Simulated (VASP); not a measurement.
OSZICAR of a VASP run on In (bct):

File OSZICAR:
```
       N       E                     dE             d eps       ncg     rms          rms(c)
DAV:   1     0.703954787121E+02    0.70395E+02   -0.65334E+03  8132   0.159E+03
DAV:   2     0.652255244454E+00   -0.69743E+02   -0.68919E+02  8244   0.285E+02
DAV:   3    -0.214447615424E+01   -0.27967E+01   -0.27873E+01  9496   0.651E+01
DAV:   4    -0.220740351203E+01   -0.62927E-01   -0.62882E-01 10192   0.101E+01
DAV:   5    -0.221003796152E+01   -0.26344E-02   -0.26332E-02  9846   0.170E+00    0.182E+00
DAV:   6    -0.219910968922E+01    0.10928E-01   -0.25912E-02  9514   0.341E+00    0.962E-01
DAV:   7    -0.219773673617E+01    0.13730E-02   -0.10898E-02  9416   0.206E+00    0.206E-01
DAV:   8    -0.219788453334E+01   -0.14780E-03   -0.98265E-04  9144   0.560E-01    0.267E-02
DAV:   9    -0.219789957194E+01   -0.15039E-04   -0.30973E-05  9686   0.774E-02    0.134E-02
DAV:  10    -0.219790102161E+01   -0.14497E-05   -0.18276E-06  8844   0.150E-02    0.640E-03
DAV:  11    -0.219790144140E+01   -0.41979E-06   -0.41762E-07  8942   0.713E-03    0.784E-04
DAV:  12    -0.219790144395E+01   -0.25491E-08   -0.11258E-08  4606   0.116E-03
   1 F= -.21979014E+01 E0= -.21979014E+01  d E =0.000000E+00
```

Task: Which electronic solver shows in the log?

Result: It is blocked Davidson (ALGO = Normal, or the opening steps of other solvers). The INCAR had ALGO = Normal.

Task: Can the final energy be trusted as converged?

Result: Self-consistency was reached. It stopped with EDIFF = 1E-7, NELM = 100 (RPBE GGA, plane waves, VASP's PBE PAW potentials (set 64)).

The compound is In in the bct structure. It was relaxed first, which changed the volume by +10 %.
